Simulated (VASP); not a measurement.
**VSi (relaxed from the CsCl type structure, space group Pm-3m): computed properties**

Computed with r2SCAN meta-GGA, VASP's PBE PAW potentials (set 64) (plane waves; VASP 6.6.1).

For VSi, the space group is Pm-3m (221), the cell is a = b = c = 2.950 Å, α = β = γ = 90.00° and the volume per atom comes out as 12.84 Å^3/atom. The band gap (over mesh and band path) is none (metal, semimetal or under 0.01 eV). The cell moment comes out as 0.00 μB and the density comes out as 5.11 g/cm³.

```
VSi
1.0
    2.95011     0.00000     0.00000
    0.00000     2.95011     0.00000
    0.00000     0.00000     2.95011
V Si
1 1
Direct
  0.00000   0.00000   0.00000
  0.50000   0.50000   0.50000
```

The structure was generated: VSi was put into the CsCl type type (Pm-3m), which need not be its known phase. It was relaxed first, which changed the volume by -36 %. Symmetry was kept, so distortions that lower it aren't found.
